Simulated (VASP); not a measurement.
A convergence study with VASP on Ti (hcp): one setting is varied, all else stays as given below, so the limit is that of these other settings.

```yaml
crystal:
  lattice:
    - [1.47500, -2.55477, 0.00000]
    - [1.47500, 2.55477, 0.00000]
    - [0.00000, 0.00000, 4.68000]
  atoms:
    - { symbol: Ti, position: [0.33333, 0.66667, 0.25000] }
    - { symbol: Ti, position: [0.66667, 0.33333, 0.75000] }
```

Calculation: PBE GGA, VASP's PBE PAW potentials (set 64) (plane waves; VASP). The tightest run used: 550 eV cut-off, 24×24×14 Γ-centred mesh, tetrahedra with Blöchl corrections, potentials Ti_sv.

The reference is 24×24×14 mesh, which took about 9 core-minutes. The timings are rough (shared machines, no repeats); factors under 2 mean little.

**Question.** Of the settings 3×3×2 mesh; 4×4×2 mesh; 5×5×3 mesh; 6×6×3 mesh; 7×7×4 mesh; 8×8×4 mesh; 9×9×5 mesh; 10×10×6 mesh; 11×11×6 mesh; 12×12×7 mesh; 13×13×7 mesh; 14×14×8 mesh; 15×15×8 mesh; 16×16×9 mesh; 17×17×10 mesh; 18×18×10 mesh; 19×19×11 mesh; 20×20×11 mesh; 21×21×12 mesh; 22×22×12 mesh; 23×23×13 mesh; 24×24×14 mesh, which is the lowest that keeps the difference from the reference in E (eV/atom) within 0.01 from there on, and what does it cost?

**Answer.** 7×7×4 mesh; its cost over the reference is about 1/10.
```csv
setting,difference in E (eV/atom),cost over the reference
3×3×2 mesh,0.0101,about 1/30
4×4×2 mesh,0.0167,about 1/40
5×5×3 mesh,0.0008,about 1/20
6×6×3 mesh,0.0127,about 1/20
7×7×4 mesh,0.0009,about 1/10
8×8×4 mesh,0.0038,about 1/20
9×9×5 mesh,0.0012,about 1/9
10×10×6 mesh,0.0003,about 1/7
11×11×6 mesh,0.0007,about 1/5
12×12×7 mesh,0.0002,about 1/6
13×13×7 mesh,0.0001,about 1/5
14×14×8 mesh,0.0000,about 1/4
15×15×8 mesh,0.0000,about 1/4
16×16×9 mesh,0.0001,about 1/3
17×17×10 mesh,0.0001,about 1/2
18×18×10 mesh,0.0001,about 1/2
19×19×11 mesh,0.0001,within a factor of 2
20×20×11 mesh,0.0001,within a factor of 2
21×21×12 mesh,0.0000,within a factor of 2
22×22×12 mesh,0.0000,within a factor of 2
23×23×13 mesh,0.0000,within a factor of 2
24×24×14 mesh,0.0000,reference
```

Left out are rungs that failed or repeat a setting and relaxations that didn't move; long series are thinned to 24 rows.

The compound is Ti in the hcp structure. The cell was not relaxed at this level.
